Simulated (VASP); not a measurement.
Computed with PBEsol GGA, VASP's PBE PAW potentials (set 64) (plane waves; VASP 6.6.1).

Input for VASP

File POSCAR:
```
Sn2GeTe3
1
    4.2989713201    -0.0000000000    -0.0000000000
   -2.1494856600     3.7230181670    -0.0000000000
    0.0000000000     0.0000000000    10.9112852042
Sn Ge Te
2 1 3
Direct
  0.3333330000   0.6666670000   0.8256336042
  0.6666670000   0.3333330000   0.1743663958
  0.0000000000   1.0000000000   0.5000000000
  0.3333330000   0.6666670000   0.3492707656
  0.6666670000   0.3333330000   0.6507292344
  0.0000000000   1.0000000000   0.0000000000
```

### KPOINTS
```
Automatic mesh
0
Gamma
8 8 3
0 0 0
```

**INCAR**
```
! general
SYSTEM   =  Sn2GeTe3
PREC     =  Accurate
ENCUT    =  400
LREAL    =  .FALSE.
LASPH    =  .TRUE.

! electronic loop
EDIFF    =  1E-6
NELM     =  100
ALGO     =  Normal
LMAXMIX  =  4

! smearing
ISMEAR   =  1
SIGMA    =  0.1

! functional
GGA      =  PS

! ions
IBRION   =  2
NSW      =  60
ISIF     =  3
EDIFFG   =  -0.02

! output
LWAVE    =  .FALSE.
LCHARG   =  .FALSE.
```

POTCAR, in this order: Sn_d Ge_d Te (PBE.64 set). Program: vasp_std.

**Question.** What will the output report for the number of irreducible k-points (NKPTS), number of bands (NBANDS), largest plane-wave count, number of space-group operations, FFT grid (NGX, NGY, NGZ)?

**Answer.** 
```yaml
number of irreducible k-points (NKPTS): 25
number of bands (NBANDS): 36
largest_plane_wave_count: 3196
number_of_space_group_operations: 12
FFT grid (NGX, NGY, NGZ): 28 × 28 × 72
```

The structure comes from a computed database's Sn2GeTe3 entry (P-3m1); how it stands against other phases isn't given here. This run relaxes it. Symmetry was kept, so distortions that lower it aren't found. The start is the result of an earlier pass.
